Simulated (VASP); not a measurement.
Data:

```
CELL_PARAMETERS angstrom
      4.09413    -2.26167    -0.01571
      4.09413     2.26167    -0.01571
      2.85901     0.00000     3.70180
ATOMIC_POSITIONS crystal
  Bi 0.23663 0.23663 0.23663
  Bi 0.76337 0.76337 0.76337
```

Computed with PBEsol GGA, VASP's PBE PAW potentials (set 64) (plane waves; VASP 6.6.1). Settings: 500 eV cut-off, 10×10×10 Γ-centred mesh, first-order Methfessel-Paxton smearing of 0.10 eV, potentials Bi_d.

Energy and stress use the plane-wave basis of the starting cell.

Problem. The ions, cell shape and volume at an external pressure of 5.0 GPa are relaxed. Which structure does the run end with?

Solution. 
```
CELL_PARAMETERS angstrom
      3.90762    -2.21067    -0.04665
      3.90762     2.21067    -0.04665
      2.70035     0.00000     3.58704
ATOMIC_POSITIONS crystal
  Bi 0.24093 0.24093 0.24093
  Bi 0.75907 0.75907 0.75907
```
Space group R-3m (166), at a tolerance of 0.03 Å.

Problem. How do energy and volume change from the first to the last step?

Solution. The energy (σ→0) changes by +42.5 meV/atom and the volume by -9.1 %, in 10 ionic steps.

| step | E(σ→0) (eV) | max force (eV/Å) | pressure (GPa) | volume (Å³) |
|---|---|---|---|---|
| 1 | -8.6090 | 0.003 | 0.01 | 68.76 |
| 2 | -8.2908 | 0.756 | 11.74 | 58.65 |
| 3 | -8.5332 | 0.350 | 4.93 | 63.45 |
| 4 | -8.5300 | 0.358 | 5.05 | 63.35 |
| 5 | -8.5290 | 0.234 | 5.09 | 62.99 |
| 6 | -8.5158 | 0.018 | 5.32 | 62.30 |
| 7 | -8.5141 | 0.002 | 5.29 | 62.25 |
| 8 | -8.5345 | 0.028 | 4.53 | 62.89 |
| 9 | -8.5262 | 0.013 | 4.89 | 62.61 |
| 10 | -8.5239 | 0.001 | 4.97 | 62.53 |

The compound is Bi in the a7 structure. This run relaxes it under an external pressure of 5 GPa. Symmetry was kept, so distortions that lower it aren't found.
